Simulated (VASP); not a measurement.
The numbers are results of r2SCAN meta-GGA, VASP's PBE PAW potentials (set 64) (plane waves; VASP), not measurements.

The input files of a VASP run:

**INCAR**
```
ALGO=Normal
EDIFF=1E-7
ENCUT=520
ISIF=2
ISMEAR=-5
LASPH=.TRUE.
LCHARG=.FALSE.
LMAXMIX=4
LMIXTAU=.TRUE.
LORBIT=11
LREAL=.FALSE.
LWAVE=.FALSE.
METAGGA=R2SCAN
NEDOS=601
NELM=100
PREC=Accurate
SYSTEM=BiB
```

### KPOINTS_OPT
```
k-points along high-symmetry lines
6
Line-mode
Reciprocal
  0.000000   0.000000   0.000000 ! GAMMA
  0.500000   0.000000   0.000000 ! M

  0.500000   0.000000   0.000000 ! M
  0.333333   0.333333   0.000000 ! K

  0.333333   0.333333   0.000000 ! K
  0.000000   0.000000   0.000000 ! GAMMA

  0.000000   0.000000   0.000000 ! GAMMA
  0.000000   0.000000   0.500000 ! A

  0.000000   0.000000   0.500000 ! A
  0.500000   0.000000   0.500000 ! L

  0.500000   0.000000   0.500000 ! L
  0.333333   0.333333   0.500000 ! H

  0.333333   0.333333   0.500000 ! H
  0.000000   0.000000   0.500000 ! A

  0.500000   0.000000   0.500000 ! L
  0.500000   0.000000   0.000000 ! M

  0.333333   0.333333   0.500000 ! H
  0.333333   0.333333   0.000000 ! K
```

KPOINTS:
```
Automatic mesh
0
gamma
  13 13 12
```

File POSCAR:
```
BiB
3.6444780
  0.9999999580   0.0000000000   0.0000000000
 -0.4999999790   0.8660252968   0.0000000000
  0.0000000000   0.0000000000   0.9139207035
B Bi
1 1
Cart
  0.9999999580   0.0000000000   0.0000000000
  0.5000004790   0.2886748103   0.4569603518
```

POTCAR, in this order: B Bi_d (PBE.64 set). Program: vasp_std.

Unless said otherwise, spin-orbit coupling is left out, though it shifts the bands of the heavy elements here.

Q: What does the run give for the energy per atom (σ→0), band gap (over mesh and band path)?

A: 
```json
{
  "energy per atom (σ→0)": "-31.488 eV/atom",
  "band gap (over mesh and band path)": "none (metal, semimetal or under 0.01 eV)"
}
```

OSZICAR:
```
...
DAV:  15    -0.629754004703E+02   -0.27414E-05   -0.28251E-06  4446   0.259E-02    0.847E-04
DAV:  16    -0.629754008845E+02   -0.41417E-06   -0.45249E-07  3947   0.104E-02    0.305E-04
DAV:  17    -0.629753998033E+02    0.10812E-05   -0.97235E-08  2521   0.462E-03    0.293E-04
DAV:  18    -0.629754007157E+02   -0.91240E-06   -0.37075E-08  1991   0.197E-03    0.632E-05
DAV:  19    -0.629754009415E+02   -0.22577E-06   -0.88856E-09  1961   0.132E-03    0.391E-05
DAV:  20    -0.629754009006E+02    0.40907E-07   -0.11828E-09  1961   0.476E-04
   1 F= -.62975401E+02 E0= -.62975401E+02  d E =0.000000E+00
       N       E                     dE             ncg
```

The structure was generated: BiB was put into the WC type (P-6m2), which need not be its known phase. It was relaxed first, which changed the volume by +28 %.
